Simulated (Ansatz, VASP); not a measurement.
# Cross-check of P between VASP and Ansatz

Wanted: the spread between two codes on one cell, functional and k mesh.

Method: plane waves, with VASP 6.6.1 beside it; band structure at HSE06, in Ansatz 0.2.0.

### Step 1. The structure

It takes space group Cmce (No. 64, orthorhombic). Conventional cell: a = 3.316 Å, b = 10.484 Å, c = 4.379 Å, α = 90.00°, β = 90.00°, γ = 90.00°. Nearest to P lie 3 P at 2.22 to 2.24 Å.

As a file:

```
P
1.0
     1.65820   -5.24200    0.00000
     1.65820    5.24200    0.00000
     0.00000    0.00000    4.37930
P
4
Cartesian
  1.6582 -4.1766 0.3533
  1.6582 -1.0654 2.5430
  1.6582 4.1766 4.0260
  1.6582 1.0654 1.8363
```

### Step 2. VASP: band structure, HSE06

The same path points are solved in both programs, so levels can be compared one by one.

Lines of VASP's logs that name or quote its potential files are left out, and so is its time.

The run reads the wave functions of an earlier VASP run, which isn't shown here.

INCAR reads:

```
SYSTEM = P
PREC = Accurate
ENCUT = 400
EDIFF = 1E-06
NELM = 100
ISMEAR = 0
SIGMA = 0.02
LREAL = .FALSE.
ALGO = Normal
LHFCALC = .TRUE.
AEXX = 0.25
GGA = PE
HFSCREEN = 0.2
LASPH = .TRUE.
NBANDS = 16
PRECFOCK = Fast
LORBIT = 11
LWAVE = .FALSE.
LCHARG = .FALSE.
KPAR = 4
```

POSCAR reads:

```
P
1.0
    1.6582000000     -5.2420000000      0.0000000000
    1.6582000000      5.2420000000      0.0000000000
    0.0000000000      0.0000000000      4.3793000000
P
4
Direct
    0.8983800000      0.1016200000      0.0806800000
    0.6016200000      0.3983800000      0.5806800000
    0.1016200000      0.8983800000      0.9193200000
    0.3983800000      0.6016200000      0.4193200000
```

KPOINTS reads:

```
Automatic mesh
0
Gamma
4 4 3
0 0 0
```

KPOINTS_OPT reads:

```
Line mode
6
Line-mode
Reciprocal
  0.00000000   0.00000000   0.00000000 GAMMA
  0.27501611   0.27501611   0.00000000 X

  0.27501611   0.27501611   0.00000000 X
  0.00000000   0.50000000   0.00000000 S

  0.00000000   0.50000000   0.00000000 S
  0.00000000   0.50000000   0.50000000 R

  0.00000000   0.50000000   0.50000000 R
  0.27501611   0.27501611   0.50000000 A

  0.27501611   0.27501611   0.50000000 A
  0.00000000   0.00000000   0.50000000 Z

  0.00000000   0.00000000   0.50000000 Z
  0.00000000   0.00000000   0.00000000 GAMMA

  0.00000000   0.00000000   0.00000000 GAMMA
 -0.50000000   0.50000000   0.00000000 Y

 -0.50000000   0.50000000   0.00000000 Y
 -0.27501611   0.72498389   0.00000000 X1

 -0.27501611   0.72498389   0.00000000 X1
 -0.27501611   0.72498389   0.50000000 A1

 -0.27501611   0.72498389   0.50000000 A1
 -0.50000000   0.50000000   0.50000000 T

 -0.50000000   0.50000000   0.50000000 T
 -0.50000000   0.50000000   0.00000000 Y

  0.00000000   0.00000000   0.50000000 Z
 -0.50000000   0.50000000   0.50000000 T
```

Potentials, in the order of the species: P (PBE family, release 64).

Command:

```console
$ mpirun -np 8 vasp_std
```

Numbers of over 12 decimals in the logs are rounded to 6 here.

What it wrote:

```text
[banner, memory and clock lines left out]
running    8 mpi-ranks, on    1 nodes
 distrk:  each k-point on    2 cores,    4 groups
 distr:  one band on    1 cores,    2 groups

 POSCAR found type information on POSCAR P
 POSCAR found :  1 types and       4 ions
|                                                                             |
|           W    W    AA    RRRRR   N    N  II  N    N   GGGG   !!!           |
|           W    W   A  A   R    R  NN   N  II  NN   N  G    G  !!!           |
|           W    W  A    A  R    R  N N  N  II  N N  N  G       !!!           |
|           W WW W  AAAAAA  RRRRR   N  N N  II  N  N N  G  GGG   !            |
|           WW  WW  A    A  R   R   N   NN  II  N   NN  G    G                |
|           W    W  A    A  R    R  N    N  II  N    N   GGGG   !!!           |
|                                                                             |
|     For optimal performance we recommend to set                             |
|       NCORE = 2 up to number-of-cores-per-socket                            |
|     NCORE specifies how many cores store one orbital (NPAR=cpu/NCORE).      |
|     This setting can greatly improve the performance of VASP for DFT.       |
|     The default, NCORE=1 might be grossly inefficient on modern             |
|     multi-core architectures or massively parallel machines. Do your        |
|     Unfortunately you need to use the default for GW and RPA                |
|     calculations (for HF NCORE is supported but not extensively tested      |
|     yet).                                                                   |
|                                                                             |

 LDA part: xc-table for (Slater+PW92), standard interpolation
 found WAVECAR, reading the header
 POSCAR, INCAR and KPOINTS ok, starting setup
 FFT: planning ... GRIDC
 FFT: planning ... GRID_SOFT
 FFT: planning ... GRID
 reading WAVECAR
 the WAVECAR file was read successfully
 initial charge from wavefunction
 entering main loop
       N       E                     dE             d eps       ncg     rms          rms(c)
DAV:   1    -0.256975541455E+02   -0.25698E+02   -0.65528E-01   488   0.473E+00    0.250E+00
DAV:   2    -0.257105010590E+02   -0.12947E-01   -0.36277E-02   600   0.105E+00    0.166E+00
DAV:   3    -0.257090359503E+02    0.14651E-02   -0.22288E-03   592   0.275E-01    0.974E-01
DAV:   4    -0.257084844824E+02    0.55147E-03   -0.65738E-04   568   0.146E-01    0.539E-01
DAV:   5    -0.257083272892E+02    0.15719E-03   -0.15827E-04   560   0.712E-02    0.301E-01
DAV:   6    -0.257082782474E+02    0.49042E-04   -0.34502E-05   560   0.350E-02    0.168E-01
DAV:   7    -0.257082632993E+02    0.14948E-04   -0.10696E-05   552   0.199E-02    0.923E-02
DAV:   8    -0.257082588758E+02    0.44234E-05   -0.31080E-06   480   0.108E-02    0.511E-02
DAV:   9    -0.257082576044E+02    0.12714E-05   -0.83872E-07   328   0.590E-03    0.287E-02
DAV:  10    -0.257082572657E+02    0.33874E-06   -0.33325E-07   312   0.387E-03
   1 F= -.25708257E+02 E0= -.25708257E+02  d E =-.337944E-20
 Start KPOINTS_OPT (optional k-point list driver)
k-point batch [1-14\72]
       N       E                     dE             ncg
DAV:   1     0.756155935334E+03   -0.57626E+04      448
DAV:   2    -0.247456166084E+03   -0.10036E+04      616
DAV:   3    -0.348728222074E+03   -0.10127E+03      528
DAV:   4    -0.350307448543E+03   -0.15792E+01      576
DAV:   5    -0.350330549526E+03   -0.23101E-01      568
DAV:   6    -0.350330962114E+03   -0.41259E-03      560
DAV:   7    -0.350330972485E+03   -0.10371E-04      552
DAV:   8    -0.350330972789E+03   -0.30410E-06      440
[...]
k-point batch [71-72\72]
       N       E                     dE             ncg
DAV:   1     0.467254952221E+04   -0.74698E+03       64
DAV:   2     0.453014138251E+04   -0.14241E+03       80
DAV:   3     0.451500823730E+04   -0.15133E+02       80
DAV:   4     0.451461985875E+04   -0.38838E+00       80
DAV:   5     0.451461333334E+04   -0.65254E-02       80
DAV:   6     0.451461320478E+04   -0.12856E-03       80
DAV:   7     0.451461320139E+04   -0.33836E-05       72
DAV:   8     0.451461320129E+04   -0.10036E-06       56
```

Parts of OUTCAR (step 2):

```text
ion  position               nearest neighbor table
   1  0.898  0.102  0.081-   4 2.22   4 2.22   3 2.24
   2  0.602  0.398  0.581-   3 2.22   3 2.22   4 2.24
   3  0.102  0.898  0.919-   2 2.22   2 2.22   1 2.24
   4  0.398  0.602  0.419-   1 2.22   1 2.22   2 2.24

  LATTYP: Found a base centered orthorhombic cell.
 ALAT       =     3.3164000000
 B/A-ratio  =     3.1612591967
 C/A-ratio  =     1.3204981305

 Subroutine GETGRP returns: Found  8 space group operations
 (whereof  4 operations were pure point group operations)

The static configuration has the point symmetry C_2h.
 The point group associated with its full space group is D_2h.

 Found     14 irreducible k-points:

   k-points           NKPTS =     14   k-points in BZ     NKDIM =     48   number of bands    NBANDS=     16

   dimension x,y,z NGX =    36 NGY =   36 NGZ =   30
   dimension x,y,z NGXF=    72 NGYF=   72 NGZF=   60

   ENCUT  =  400.0 eV  29.40 Ry    5.42 a.u.   8.97  8.97  7.14*2*pi/ulx,y,z

   NELECT =      20.0000    total number of electrons

 k-points in reciprocal lattice and weights: Automatic mesh
   0.00000000  0.00000000  0.00000000       0.021
   0.25000000  0.00000000  0.00000000       0.083
   0.50000000  0.00000000  0.00000000       0.042
   0.25000000  0.25000000  0.00000000       0.042
   0.50000000  0.25000000  0.00000000       0.083
  -0.25000000  0.25000000  0.00000000       0.042
   0.50000000  0.50000000  0.00000000       0.021
   0.00000000  0.00000000  0.33333333       0.042
   0.25000000  0.00000000  0.33333333       0.167
[...]
-0.25000000  0.25000000  0.33333333       0.083
   0.50000000  0.50000000  0.33333333       0.042

  exchange ACFDT corr.  =         0.00000000  see jH, gK, PRB 81, 115126

 average (electrostatic) potential at core
       1 -79.5190       2 -79.5190       3 -79.5190       4 -79.5190

 E-fermi :   6.6643

 k-point     1 :       0.0000    0.0000    0.0000
  band No.  band energies     occupation
    ...
      6       1.1039      2.00000
      7       1.8299      2.00000
      8       3.1441      2.00000
      9       3.4566      2.00000
     10       4.7324      2.00000
     11       7.6621      0.00000
     12       8.1113      0.00000
     13       8.9964      0.00000
     14      10.2162      0.00000
     15      12.7347      0.00000
    ...

 k-point     2 :       0.2500    0.0000    0.0000
  band No.  band energies     occupation
    ...
      6      -0.0033      2.00000
      7       1.4755      2.00000
      8       2.6920      2.00000
      9       3.3902      2.00000
     10       4.8830      2.00000
     11       7.6110      0.00000
     12       8.7191      0.00000
     13       9.4680      0.00000
     14       9.8767      0.00000
     15      10.8978      0.00000
    ...

 k-point     3 :       0.5000    0.0000    0.0000
  band No.  band energies     occupation
    ...
      6       0.4687      2.00000
      7       2.5628      2.00000
      8       2.5628      2.00000
      9       3.3501      2.00000
     10       3.3501      2.00000
     11       7.7274      0.00000
     12       7.7274      0.00000
     13       8.1002      0.00000
     14       8.1002      0.00000
     15      10.4819      0.00000
    ...

  energy-cutoff  :      400.00
  volume of cell :       76.13
      direct lattice vectors                 reciprocal lattice vectors
     1.658200000 -5.242000000  0.000000000     0.301531781 -0.095383441  0.000000000
     1.658200000  5.242000000  0.000000000     0.301531781  0.095383441  0.000000000
     0.000000000  0.000000000  4.379300000     0.000000000  0.000000000  0.228346996

 POSITION                                       TOTAL-FORCE (eV/Angst)
 -----------------------------------------------------------------------------------
      1.65820     -4.17662      0.35332         0.000000     -0.279719      0.242858
      1.65820     -1.06538      2.54297         0.000000      0.279719      0.242858
      1.65820      4.17662      4.02598         0.000000      0.279719     -0.242858
      1.65820      1.06538      1.83633         0.000000     -0.279719     -0.242858
 -----------------------------------------------------------------------------------
    total drift:                                0.000000      0.000002      0.000000

  FREE ENERGIE OF THE ION-ELECTRON SYSTEM (eV)
  ---------------------------------------------------
  free  energy   TOTEN  =       -25.7082572657 eV

  energy  without entropy=      -25.7082572657  energy(sigma->0) =      -25.70825727

 total charge
# of ion       s       p       d       tot
------------------------------------------
    1        1.077   1.389   0.000   2.466
    2        1.077   1.389   0.000   2.466
    3        1.077   1.389   0.000   2.466
    4        1.077   1.389   0.000   2.466
--------------------------------------------------
tot          4.307   5.558   0.000   9.865

[... 3 further parts left out ...]
```

(Part 1 of 2 ends here.)

[Lines on the potential files, build, host, timing and source positions are cut from VASP's logs without a mark.]

[Logs are printed without paths, hosts, clocks, repeated set-up lines and the standing remarks that a program may print on its own settings, such as how far it seeks lower states.]

[Hosts, paths, dates, database ids (printed as entryN), source tags and the programs' standing remarks are cut or masked in the printed files.]
